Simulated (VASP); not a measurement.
**S (relaxed from the simple-cubic structure, space group Pm-3m): computed properties**

Computed with r2SCAN meta-GGA, VASP's PBE PAW potentials (set 64) (plane waves; VASP).

```yaml
space_group: Pm-3m (221)
cell: a = b = c = 2.572 Å, α = β = γ = 90.00°
volume_per_atom: 17.02 Å³/atom
band gap (over mesh and band path): none (metal, semimetal or under 0.01 eV)
density: 3.13 g/cm³
```

```cif
data_S
_chemical_formula_sum 'S1'
_space_group_name_H-M_alt 'P 1'
_space_group_IT_number 1
_cell_length_a 2.57233
_cell_length_b 2.57233
_cell_length_c 2.57233
_cell_angle_alpha 90.000
_cell_angle_beta 90.000
_cell_angle_gamma 90.000
loop_
_space_group_symop_operation_xyz
  'x, y, z'
loop_
_atom_site_label
_atom_site_type_symbol
_atom_site_fract_x
_atom_site_fract_y
_atom_site_fract_z
_atom_site_occupancy
S1 S 0.00000 0.00000 0.00000 1
```

The structure was generated: S was put into the simple-cubic type (Pm-3m), which need not be its known phase. It was relaxed first. Symmetry was kept, so distortions that lower it aren't found.
